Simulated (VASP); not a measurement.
Here is the system:

```
TiTe2
1.0
    3.82421     0.00000     0.00000
   -1.91210     3.31186     0.00000
    0.00000     0.00000     6.71825
Ti Te
1 2
Direct
  0.99591   0.00086   0.99983
  0.66878   0.33080   0.74998
  0.33531   0.66834   0.25019
```

All values below come from PBE GGA, VASP's PBE PAW potentials (set 64) (plane waves; VASP). Run with 300 eV cut-off, 6×6×3 Γ-centred mesh, Gaussian smearing of 0.14 eV, potentials Ti_sv Te.

At this cut-off the stress carries a Pulay error, which pulls relaxed volumes low. Energy and stress use the plane-wave basis of the starting cell.

Question: The ions, cell shape and volume are relaxed. What does this cell relax into?

Answer: 
```
TiTe2
1.0
    3.79684     0.00005     0.00191
   -1.89838     3.28839    -0.00351
    0.00329    -0.00513     6.62580
Ti Te
1 2
Cartesian
 -1.89786   3.28832  -0.00311
  1.90249   1.08943   4.92126
 -0.00125   2.19395   1.70254
```
Space group P-3m1 (164), at a tolerance of 0.03 Å.

Question: How do energy and volume change from the first to the last step?

Answer: The energy (σ→0) changes by -3.3 meV/atom and the volume by -2.8 %, in 20 ionic steps.

```
step  E(σ→0) (eV)  max force (eV/Å)  pressure (GPa)  volume (Å³)
----  -----------  ----------------  --------------  -----------
1        -16.1974             0.203           -0.06        85.09
2        -16.2023             0.081           -0.23        84.97
3        -16.2030             0.048           -0.34        84.88
4        -16.2043             0.059            0.13        84.02
5        -16.2043             0.053            0.08        84.13
6        -16.2048             0.032           -0.02        84.09
7        -16.2050             0.033           -0.11        84.06
8        -16.2054             0.032           -0.10        83.94
9        -16.2063             0.041           -0.07        83.59
10       -16.2065             0.083            0.02        82.87
11       -16.2067             0.059           -0.01        83.27
12       -16.2070             0.044           -0.03        83.14
13       -16.2073             0.025           -0.05        82.75
14       -16.2073             0.022           -0.02        82.81
15       -16.2073             0.022           -0.02        82.91
16       -16.2073             0.021           -0.04        82.84
17       -16.2073             0.021           -0.04        82.83
18       -16.2073             0.021           -0.04        82.82
19       -16.2074             0.008            0.05        82.68
20       -16.2074             0.008            0.04        82.73
```

The structure comes from a computed database's TiTe2 entry; how it stands against other phases isn't given here. In the starting cell atoms are displaced from their ideal sites. This run relaxes it. The k-mesh is coarse (spacing up to 0.32 per Å, 2π included), so the numbers may not be converged in it. The run is one of a series of settings (EDIFFG = -0.01, IBRION = 2, ISIF = 3, NSW = 50 against the base run), some of them coarse on purpose.
